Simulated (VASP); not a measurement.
# MnB: structure and properties in VASP, part 2 of 6

Aim: relax MnB, then compute properties on the relaxed cell. Left out of this account: 1 further run (core levels: core levels are not valid at this level). The start is a cell from a database of measured crystal structures.

VASP 6.6.1; r2SCAN, spin-polarised from a ferromagnetic start; plane waves and PAW (Mn_pv, B).

Still holding for the runs below: The magnetic state follows from one typed start and may not be the lowest. The k-mesh is coarse for a metal.

So far, moment of the cell, from the last line of the log (μB): step 2 (full relaxation (r2SCAN)) 8.36.

## Step 3: Second relaxation

The basis stayed that of the start cell while the cell moved. A rerun from the cell reached resets it; the error of the finite cutoff stays.

File INCAR:

```
SYSTEM = MnB
PREC = Accurate
ENCUT = 420
EDIFF = 1E-06
NELM = 100
ISMEAR = 0
SIGMA = 0.05
LREAL = .FALSE.
ALGO = Normal
METAGGA = R2SCAN
LASPH = .TRUE.
NBANDS = 54
ISPIN = 2
MAGMOM = 4 4 4 4 0 0 0 0
LMAXMIX = 4
LORBIT = 11
LWAVE = .FALSE.
LCHARG = .FALSE.
KPAR = 4
IBRION = 2
NSW = 60
ISIF = 3
EDIFFG = -0.01
```

File POSCAR:

```
MnB
1.0
    5.4854944803      0.0000000000      0.0000000000
    0.0000000000      2.9552940464      0.0000000000
    0.0000000000      0.0000000000      4.1014735145
Mn B
4 4
Direct
    0.1750588783      0.2500000000      0.1222816721
    0.3249411217      0.7500000000      0.6222816721
    0.6750588783      0.2500000000      0.3777183279
    0.8249411217      0.7500000000      0.8777183279
    0.0339679626      0.2500000000      0.6163644361
    0.4660320374      0.7500000000      0.1163644361
    0.5339679626      0.2500000000      0.8836355639
    0.9660320374      0.7500000000      0.3836355639
```

File KPOINTS:

```
Automatic mesh
0
Gamma
4 7 5
0 0 0
```

PAW data sets: Mn_pv and B (PBE family, release 64).

Launch:

```
> mpirun -np 4 vasp_std
```

Output:

```text
[banner, memory and clock lines left out]
running    4 mpi-ranks, on    1 nodes
 distrk:  each k-point on    1 cores,    4 groups
 distr:  one band on    1 cores,    1 groups

 POSCAR found type information on POSCAR MnB
 POSCAR found :  2 types and       8 ions
 [... a notice as in an earlier step ...]

 LDA part: xc-table for (None), standard interpolation
 POSCAR, INCAR and KPOINTS ok, starting setup
 FFT: planning ... GRIDC
 FFT: planning ... GRID_SOFT
 FFT: planning ... GRID
 WAVECAR not read
 entering main loop
       N       E                     dE             d eps       ncg     rms          rms(c)
DAV:   1     0.695547501172E+03    0.69555E+03   -0.29499E+04  7912   0.137E+03
DAV:   2    -0.560540367066E+02   -0.75160E+03   -0.70273E+03  7796   0.436E+02
DAV:   3    -0.112002542457E+03   -0.55949E+02   -0.53993E+02  8348   0.132E+02
DAV:   4    -0.113047243750E+03   -0.10447E+01   -0.10391E+01  8790   0.182E+01
DAV:   5    -0.113059164079E+03   -0.11920E-01   -0.11919E-01  8452   0.199E+00    0.497E+01
DAV:   6    -0.948206731430E+02    0.18238E+02   -0.68410E+01  8702   0.805E+01    0.296E+01
DAV:   7    -0.920992834580E+02    0.27214E+01   -0.19578E+01  8708   0.386E+01    0.112E+01
DAV:   8    -0.923422160819E+02   -0.24293E+00   -0.80557E-01  8542   0.404E+00    0.505E+00
DAV:   9    -0.923160349044E+02    0.26181E-01   -0.17310E-01  8640   0.303E+00    0.139E+00
DAV:  10    -0.923295978889E+02   -0.13563E-01   -0.41427E-02  8278   0.138E+00    0.583E-01
DAV:  11    -0.923321149557E+02   -0.25171E-02   -0.71656E-03  8830   0.419E-01    0.163E-01
DAV:  12    -0.923323318395E+02   -0.21688E-03   -0.43306E-04  8496   0.124E-01    0.780E-02
DAV:  13    -0.923323158180E+02    0.16022E-04   -0.49107E-05  8630   0.445E-02    0.335E-02
DAV:  14    -0.923323066558E+02    0.91622E-05   -0.13491E-05  8052   0.223E-02    0.917E-03
DAV:  15    -0.923323064660E+02    0.18976E-06   -0.11767E-06  5384   0.797E-03
   1 F= -.92332306E+02 E0= -.92331175E+02  d E =-.923323E+02  mag=     8.3557
 curvature:   0.00 expect dE= 0.000E+00 dE for cont linesearch  0.000E+00
 trial: gam= 0.00000 g(F)=  0.175E-04 g(S)=  0.118E-04 ort = 0.000E+00 (trialstep = 0.100E+01)
 search vector abs. value=  0.293E-04
 reached required accuracy - stopping structural energy minimisation
```

Elapsed: 5.6 min, on 4 MPI ranks of AMD EPYC 7R43, shared host; peak memory 0.92 GiB.

Parts of OUTCAR (step 3):

```text
  LATTYP: Found a simple orthorhombic cell.
 ALAT       =     2.9552940464
 B/A-ratio  =     1.3878393994
 C/A-ratio  =     1.8561586070

 Found     36 irreducible k-points:

   ENCUT  =  420.0 eV  30.87 Ry    5.56 a.u.   9.17  4.94  6.85*2*pi/ulx,y,z

   NELECT =      64.0000    total number of electrons

 E-fermi :  10.0083

 spin component 1
 k-point     1 :       0.0000    0.0000    0.0000
  band No.  band energies     occupation
    ...
     33       8.5085      1.00000
     34       8.6604      1.00000
     35       9.1612      1.00000
     36       9.8297      1.00000
     37       9.8594      0.99999
     38      10.0205      0.36515
     39      12.6513      0.00000
     40      13.1690      0.00000
     41      13.4066      0.00000
     42      13.6376      0.00000
    ...

 k-point     2 :       0.2500    0.0000    0.0000
  band No.  band energies     occupation
    ...
     33       8.5784      1.00000
     34       8.7123      1.00000
     35       9.3640      1.00000
     36       9.6860      1.00000
     37       9.9907      0.69079
     38      10.7234      0.00000
     39      12.7672      0.00000
     40      13.0101      0.00000
     41      13.0453      0.00000
     42      13.1177      0.00000
    ...

 k-point     3 :       0.5000    0.0000    0.0000
  band No.  band energies     occupation
    ...
     32       8.4924      1.00000
     33       8.6274      1.00000
     34       8.6274      1.00000
     35       9.3474      1.00000
     36       9.3474      1.00000
     37      11.3730      0.00000
     38      11.3730      0.00000
     39      11.9980      0.00000
     40      11.9980      0.00000
     41      12.9753      0.00000
    ...

 k-point     4 :       0.0000    0.1429    0.0000
  band No.  band energies     occupation
    ...
     32       8.6762      1.00000
     33       8.6821      1.00000
     34       8.7603      1.00000
     35       9.1645      1.00000
     36       9.5017      1.00000
     37      10.4178      0.00000
     38      10.5346      0.00000
     39      12.5618      0.00000
     40      12.6902      0.00000
     41      13.5260      0.00000
    ...

  Total       -0.0052115      0.0284586      0.0335268      0.0000000      0.0000000      0.0000000
  in kB       -0.1255792      0.6857521      0.8078796      0.0000000      0.0000000      0.0000000
  external PRESSURE =       0.4560175 kB  Pullay stress =       0.0000000 kB

  energy-cutoff  :      420.00
  volume of cell :       66.49
      direct lattice vectors                 reciprocal lattice vectors
     5.485494480  0.000000000  0.000000000     0.182298971  0.000000000  0.000000000
     0.000000000  2.955294046  0.000000000     0.000000000  0.338375804  0.000000000
     0.000000000  0.000000000  4.101473515     0.000000000  0.000000000  0.243814813

 POSITION                                       TOTAL-FORCE (eV/Angst)
 -----------------------------------------------------------------------------------
      0.96028      0.73882      0.50154         0.008289     -0.000000     -0.004264
      1.78246      2.21647      2.55227        -0.008289      0.000000     -0.004264
      3.70303      0.73882      1.54920         0.008289     -0.000000      0.004264
      4.52521      2.21647      3.59994        -0.008289      0.000000      0.004264
      0.18633      0.73882      2.52800        -0.001475      0.000000      0.001243
      2.55642      2.21647      0.47727         0.001475      0.000000      0.001243
      2.92908      0.73882      3.62421        -0.001475      0.000000     -0.001243
      5.29916      2.21647      1.57347         0.001475      0.000000     -0.001243
 -----------------------------------------------------------------------------------
    total drift:                               -0.000000     -0.000000     -0.000000

  FREE ENERGIE OF THE ION-ELECTRON SYSTEM (eV)
  ---------------------------------------------------
  free  energy   TOTEN  =       -92.3323064660 eV

  energy  without entropy=      -92.3300432784  energy(sigma->0) =      -92.33117487

 total charge
# of ion       s       p       d       tot
------------------------------------------
    1        0.363   6.427   5.214  12.004
    2        0.363   6.427   5.214  12.004
    3        0.363   6.427   5.214  12.004
    4        0.363   6.427   5.214  12.004
    5        0.706   1.250   0.000   1.955
    6        0.706   1.250   0.000   1.955
    7        0.706   1.250   0.000   1.955
    8        0.706   1.250   0.000   1.955
--------------------------------------------------
tot          4.274  30.709  20.855  55.839

[... 7 parts as in an earlier step ...]

[... 10 further parts left out ...]
```

CONTCAR:

```
MnB
   1.00000000000000
     5.4854944802999999    0.0000000000000000    0.0000000000000000
     0.0000000000000000    2.9552940464000002    0.0000000000000000
     0.0000000000000000    0.0000000000000000    4.1014735145000003
  Mn              B
     4     4
Direct
     0.1750588782999998    0.2500000000000000    0.1222816721000015
     0.3249411217000002    0.7500000000000000    0.6222816721000015
     0.6750588782999998    0.2500000000000000    0.3777183278999985
     0.8249411217000002    0.7500000000000000    0.8777183278999985
     0.0339679626000020    0.2500000000000000    0.6163644360999996
     0.4660320373999980    0.7500000000000000    0.1163644360999996
     0.5339679626000020    0.2500000000000000    0.8836355639000004
     0.9660320373999980    0.7500000000000000    0.3836355639000004
```

Little changed from the start: no atom moved by 0.005 Å and no cell edge by 0.1 %.

This step gave:

| Item | Value |
| --- | --- |
| free energy (TOTEN) | -92.3323 eV |
| energy at zero smearing | -92.3312 eV |
| pressure | 0.04560 GPa |
| moment of the cell, from the last line of the log | 8.356 μB |
| SCF cycles over all ionic steps | 15 |

It ends with a largest force of 0.009 eV/Å and a pressure of 0.05 GPa. The volume moved by under 0.01 %: the run met its threshold at the first step.

## Step 4: Single point with fields (r2SCAN)

The relaxed cell gets a fresh self-consistent run, on a basis set for its own volume, to fix the density and to check the remaining stress.

INCAR, as its differences from that of step 3:

```diff
@@ -17,7 +17,5 @@
 LWAVE = .FALSE.
-LCHARG = .FALSE.
-KPAR = 4
-IBRION = 2
-NSW = 60
-ISIF = 3
-EDIFFG = -0.01
+LCHARG = .TRUE.
+ISIF = 2
+LELF = .TRUE.
+LVHAR = .TRUE.
```

POSCAR is that of step 3.

KPOINTS is that of step 3.

Launch:

```
> mpirun -np 4 vasp_std
```

Output:

```text
[banner, memory and clock lines left out]
running    4 mpi-ranks, on    1 nodes
 distrk:  each k-point on    4 cores,    1 groups
 distr:  one band on    1 cores,    4 groups

 POSCAR found type information on POSCAR MnB
 POSCAR found :  2 types and       8 ions
 [... a notice as in an earlier step ...]

 LDA part: xc-table for (None), standard interpolation
|                                                                             |
|           W    W    AA    RRRRR   N    N  II  N    N   GGGG   !!!           |
|           W    W   A  A   R    R  NN   N  II  NN   N  G    G  !!!           |
|           W    W  A    A  R    R  N N  N  II  N N  N  G       !!!           |
|           W WW W  AAAAAA  RRRRR   N  N N  II  N  N N  G  GGG   !            |
|           WW  WW  A    A  R   R   N   NN  II  N   NN  G    G                |
|           W    W  A    A  R    R  N    N  II  N    N   GGGG   !!!           |
|                                                                             |
|     The number of bands has been changed from the values supplied in        |
|     The orbitals not found in the WAVECAR file will be initialized with     |
|     random numbers, which is usually adequate. For correlated               |
|     calculations, however, you should redo the groundstate calculation.     |
|     I found NBANDS = 54. Now, NBANDS = 56.                                  |
|                                                                             |

 POSCAR, INCAR and KPOINTS ok, starting setup
 FFT: planning ... GRIDC
 FFT: planning ... GRID_SOFT
 FFT: planning ... GRID
 WAVECAR not read
 entering main loop
       N       E                     dE             d eps       ncg     rms          rms(c)
DAV:   1     0.697722734144E+03    0.69772E+03   -0.29010E+04  8136   0.132E+03
DAV:   2    -0.561717541403E+02   -0.75389E+03   -0.70214E+03  8064   0.425E+02
DAV:   3    -0.112102006179E+03   -0.55930E+02   -0.54036E+02  8896   0.128E+02
DAV:   4    -0.113048471708E+03   -0.94647E+00   -0.94327E+00  9024   0.171E+01
DAV:   5    -0.113059192878E+03   -0.10721E-01   -0.10721E-01  8816   0.181E+00    0.497E+01
DAV:   6    -0.948856255794E+02    0.18174E+02   -0.61637E+01  8904   0.776E+01    0.296E+01
DAV:   7    -0.921118460835E+02    0.27738E+01   -0.18024E+01  8992   0.371E+01    0.112E+01
DAV:   8    -0.923403896882E+02   -0.22854E+00   -0.70019E-01  8928   0.382E+00    0.501E+00
DAV:   9    -0.923161031874E+02    0.24287E-01   -0.15457E-01  8944   0.284E+00    0.139E+00
DAV:  10    -0.923297598165E+02   -0.13657E-01   -0.39757E-02  8528   0.133E+00    0.582E-01
DAV:  11    -0.923321355082E+02   -0.23757E-02   -0.62536E-03  9200   0.401E-01    0.158E-01
DAV:  12    -0.923323332082E+02   -0.19770E-03   -0.41654E-04  8848   0.117E-01    0.773E-02
DAV:  13    -0.923323142109E+02    0.18997E-04   -0.44754E-05  8960   0.423E-02    0.321E-02
DAV:  14    -0.923323076421E+02    0.65688E-05   -0.13194E-05  8384   0.214E-02    0.905E-03
DAV:  15    -0.923323063542E+02    0.12879E-05   -0.10868E-06  5504   0.750E-03    0.431E-03
DAV:  16    -0.923323132706E+02   -0.69164E-05   -0.42946E-07  4544   0.382E-03    0.144E-03
DAV:  17    -0.923323141193E+02   -0.84866E-06   -0.65709E-08  4376   0.156E-03
   1 F= -.92332314E+02 E0= -.92331182E+02  d E =-.226331E-02  mag=     8.3557
```

The job ended after 8.1 min (4 MPI ranks; peak memory 0.49 GiB).

OUTCAR, selected parts (step 4):

```text
 Found     36 irreducible k-points:

   k-points           NKPTS =     36   k-points in BZ     NKDIM =     36   number of bands    NBANDS=     56

   NELECT =      64.0000    total number of electrons

 E-fermi :  10.0085

 spin component 1
 k-point     1 :       0.0000    0.0000    0.0000
  band No.  band energies     occupation
    ...
     33       8.5088      1.00000
     34       8.6605      1.00000
     35       9.1614      1.00000
     36       9.8298      1.00000
     37       9.8597      0.99999
     38      10.0207      0.36455
     39      12.6515      0.00000
     40      13.1692      0.00000
     41      13.4069      0.00000
     42      13.6378      0.00000
    ...

 k-point     2 :       0.2500    0.0000    0.0000
  band No.  band energies     occupation
    ...
     33       8.5786      1.00000
     34       8.7124      1.00000
     35       9.3642      1.00000
     36       9.6862      1.00000
     37       9.9909      0.69118
     38      10.7236      0.00000
     39      12.7674      0.00000
     40      13.0105      0.00000
     41      13.0455      0.00000
     42      13.1179      0.00000
    ...

 k-point     3 :       0.5000    0.0000    0.0000
  band No.  band energies     occupation
    ...
     32       8.4926      1.00000
     33       8.6276      1.00000
     34       8.6276      1.00000
     35       9.3476      1.00000
     36       9.3476      1.00000
     37      11.3732      0.00000
     38      11.3732      0.00000
     39      11.9983      0.00000
     40      11.9983      0.00000
     41      12.9755      0.00000
    ...

 k-point     4 :       0.0000    0.1429    0.0000
  band No.  band energies     occupation
    ...
     32       8.6763      1.00000
     33       8.6823      1.00000
     34       8.7605      1.00000
     35       9.1647      1.00000
     36       9.5019      1.00000
     37      10.4181      0.00000
     38      10.5348      0.00000
     39      12.5621      0.00000
     40      12.6905      0.00000
     41      13.5263      0.00000
    ...

  Total       -0.0125404      0.0232737      0.0249819      0.0000000      0.0000000      0.0000000
  in kB       -0.3021792      0.5608159      0.6019762      0.0000000      0.0000000      0.0000000
  external PRESSURE =       0.2868709 kB  Pullay stress =       0.0000000 kB

 POSITION                                       TOTAL-FORCE (eV/Angst)
 -----------------------------------------------------------------------------------
      0.96028      0.73882      0.50154         0.007768     -0.000000     -0.004659
      1.78246      2.21647      2.55227        -0.007768     -0.000000     -0.004659
      3.70303      0.73882      1.54920         0.007768      0.000000      0.004659
      4.52521      2.21647      3.59994        -0.007768     -0.000000      0.004659
      0.18633      0.73882      2.52800        -0.001392     -0.000000      0.001372
      2.55642      2.21647      0.47727         0.001392     -0.000000      0.001372
      2.92908      0.73882      3.62421        -0.001392     -0.000000     -0.001372
      5.29916      2.21647      1.57347         0.001392     -0.000000     -0.001372
 -----------------------------------------------------------------------------------
    total drift:                               -0.000000     -0.000000     -0.000000

  FREE ENERGIE OF THE ION-ELECTRON SYSTEM (eV)
  ---------------------------------------------------
  free  energy   TOTEN  =       -92.3323141193 eV

  energy  without entropy=      -92.3300508066  energy(sigma->0) =      -92.33118246

 total charge
# of ion       s       p       d       tot
------------------------------------------
    1        0.363   6.428   5.214  12.004
    2        0.363   6.428   5.214  12.004
    3        0.363   6.428   5.214  12.004
    4        0.363   6.428   5.214  12.004
    5        0.706   1.250   0.000   1.955
    6        0.706   1.250   0.000   1.955
    7        0.706   1.250   0.000   1.955
    8        0.706   1.250   0.000   1.955
--------------------------------------------------
tot          4.275  30.709  20.855  55.839

[... 9 parts as in an earlier step ...]

[... 9 further parts left out ...]
```

With spin, VASP writes an ELF for each channel.

Numbers from this step:

```
SCF cycles : 17
bands      : 56
pressure   : 0.02869 GPa
```

Valence electrons inside each PAW sphere by angular momentum. Sphere charges, by row:

```
atom  s (e)  p (e)  d (e)  tot (e)
 Mn1  0.363  6.428  5.214       12
 Mn2  0.363  6.428  5.214       12
 Mn3  0.363  6.428  5.214       12
 Mn4  0.363  6.428  5.214       12
  B5  0.706   1.25      0    1.955
  B6  0.706   1.25      0    1.955
  B7  0.706   1.25      0    1.955
  B8  0.706   1.25      0    1.955
```

Spin density in the ac plane at fractional y = 0.250, with atoms of Mn and B within 0.2 Å of it.

Ten even steps from '0' (-0.1 e/Å³) to '9' (3.3 e/Å³), each cell a mean:
```
000000000000000
000000000000000
000000000000000
000000000000000
000000000010000
000000001353000
000000001695100
001100001463000
026520000110000
049830000000000
025410000000000
```
Columns run along a (5.5 Å), rows up along c (4.1 Å). Atoms in or near the plane, at fractional coordinates: Mn at (0.18, 0.12), Mn at (0.68, 0.38), B at (0.03, 0.62), B at (0.53, 0.88).

ELF of down spins in the ac plane at fractional y = 0.250, with atoms of Mn and B within 0.2 Å of it. It is the smooth field of the valence electrons, not physical close to the nuclei.

Values, 11 rows by 15 columns, each cell a mean:
```
0.37 0.17 0.16 0.16 0.19 0.48 0.59 0.20 0.09 0.47 0.70 0.55 0.38 0.43 0.53
0.73 0.61 0.42 0.31 0.39 0.61 0.64 0.26 0.12 0.49 0.69 0.52 0.37 0.51 0.69
0.60 0.65 0.70 0.57 0.44 0.54 0.70 0.66 0.62 0.70 0.65 0.48 0.47 0.64 0.70
0.12 0.26 0.65 0.63 0.41 0.41 0.61 0.72 0.66 0.48 0.33 0.31 0.49 0.67 0.48
0.10 0.26 0.65 0.65 0.45 0.38 0.49 0.48 0.25 0.17 0.18 0.16 0.30 0.59 0.44
0.45 0.55 0.66 0.59 0.47 0.45 0.44 0.22 0.16 0.22 0.18 0.24 0.17 0.39 0.54
0.49 0.42 0.34 0.27 0.29 0.40 0.40 0.14 0.20 0.13 0.02 0.18 0.16 0.22 0.47
0.21 0.16 0.20 0.18 0.12 0.21 0.33 0.15 0.16 0.22 0.14 0.22 0.13 0.19 0.33
0.10 0.23 0.16 0.18 0.20 0.11 0.29 0.29 0.16 0.19 0.21 0.15 0.14 0.30 0.26
0.12 0.23 0.03 0.07 0.22 0.12 0.37 0.50 0.47 0.38 0.29 0.26 0.35 0.43 0.28
0.13 0.22 0.20 0.23 0.20 0.23 0.53 0.50 0.49 0.64 0.66 0.54 0.45 0.46 0.36
```
Columns run along a (5.5 Å), rows up along c (4.1 Å). Atoms in or near the plane, at fractional coordinates: Mn at (0.18, 0.12), Mn at (0.68, 0.38), B at (0.03, 0.62), B at (0.53, 0.88).

ELF of up spins in the ac plane at fractional y = 0.250, with atoms of Mn and B within 0.2 Å of it. It is the smooth field of the valence electrons, not physical close to the nuclei.

Ten even steps from '0' (0.02) to '9' (0.59), each cell a mean:
```
444336821685335
985346831695358
899645888985479
138743698743586
138743454443486
788643334324468
765333324102446
344432324313323
242242333443222
330043577643332
343344777975333
```
Columns run along a (5.5 Å), rows up along c (4.1 Å). Atoms in or near the plane, at fractional coordinates: Mn at (0.18, 0.12), Mn at (0.68, 0.38), B at (0.03, 0.62), B at (0.53, 0.88).

In this run the pressure is 0.03 GPa, small enough to go on.

[end of part 2 of 6]

[Lines on the potential files, build, host, timing and source positions are cut from VASP's logs without a mark.]

[Logs are printed without paths, hosts, clocks, repeated set-up lines and the standing remarks that a program may print on its own settings, such as how far it seeks lower states.]

[Hosts, paths, dates, database ids (printed as entryN), source tags and the programs' standing remarks are cut or masked in the printed files.]

[A measured line is paired with the nearest computed mode of its activity, which favours agreement.]
